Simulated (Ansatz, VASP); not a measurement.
**Sr3B in VASP and in Ansatz**

```
CELL_PARAMETERS angstrom
0.00000 3.89765 3.89765
3.89765 0.00000 3.89765
3.89765 3.89765 0.00000
ATOMIC_POSITIONS crystal
Sr 0.00000 0.00000 0.00000
Sr 0.25000 0.25000 0.25000
Sr 0.75000 0.75000 0.75000
B 0.50000 0.50000 0.50000
```

Alike in both runs: task single point; functional PBE; k mesh 4 × 4 × 4; occupations gaussian, width 0.1 eV; no spin polarisation.

|  | VASP | Ansatz |
| --- | --- | --- |
| version | VASP 6.6.1 | Ansatz 0.2.0 |
| potentials or method | VASP PAW PBE potentials, release 64 (Sr_sv, B) | scalar-relativistic, plane waves, PAW |
| plane-wave cutoff (eV) | 520 | 420 |
| valence electrons in the cell | 33 | 33 |

```tsv
	VASP	Ansatz	Ansatz less VASP
gap on the k mesh at the Fermi level (eV)	none	none	-
pressure (GPa)	2.4	2.3	-0.08
```

A gap of «none» marks a metal or a gap that the smearing closes. With one functional, cell and mesh, what is left measures potentials, basis and numerics.
